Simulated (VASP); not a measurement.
Input for VASP

File POSCAR:
```
V
1.4802690
 -0.9999999141   0.9999999141   0.9999999141
  0.9999999141  -0.9999999141   0.9999999141
  0.9999999141   0.9999999141  -0.9999999141
V
1
Direct
  0.0000000000   0.0000000000   0.0000000000
```

KPOINTS:
```
Automatic mesh
0
Gamma
19 19 19
0 0 0
```

**INCAR**
```
SYSTEM = V
PREC = Accurate
ENCUT = 520
EDIFF = 1E-7
NELM = 100
ALGO = Normal
LREAL = .FALSE.
LASPH = .TRUE.
ISMEAR = -5
GGA = CX
LUSE_VDW = .TRUE.
AGGAC = 0.0
LMAXMIX = 4
LWAVE = .FALSE.
LCHARG = .TRUE.
LORBIT = 11
NEDOS = 601
ISIF = 2
```

POTCAR, in this order: V_sv (PBE.64 set). Program: vasp_std.

Write an equivalent input for Quantum ESPRESSO's pw.x.

One equivalent input (not run):
```
&CONTROL
  calculation = 'scf'
  pseudo_dir = './pseudo'
  outdir = './out'
  tprnfor = .true.
  tstress = .true.
/
&SYSTEM
  ibrav = 0
  nat = 1
  ntyp = 1
  ecutwfc = 84
  occupations = 'tetrahedra'
  input_dft = 'vdw-df-cx'
/
&ELECTRONS
  conv_thr = 7.3e-09
  electron_maxstep = 100
/
ATOMIC_SPECIES
  V 50.941 V.upf
CELL_PARAMETERS angstrom
    -1.4802689    1.4802689    1.4802689
     1.4802689   -1.4802689    1.4802689
     1.4802689    1.4802689   -1.4802689
ATOMIC_POSITIONS crystal
  V    0.0000000  0.0000000  0.0000000
K_POINTS automatic
  19 19 19 0 0 0
```
The two are equivalent in intent, not identical: the potentials are each code's own (VASP's PAW set, PseudoDojo norm-conserving files in pw.x), so ENCUT and ecutwfc are chosen apart and not converted; conv_thr bounds pw.x's estimated SCF error, while EDIFF bounds the energy change between steps.

The compound is V in the bcc structure. It was relaxed first, which changed the volume by -7 %.
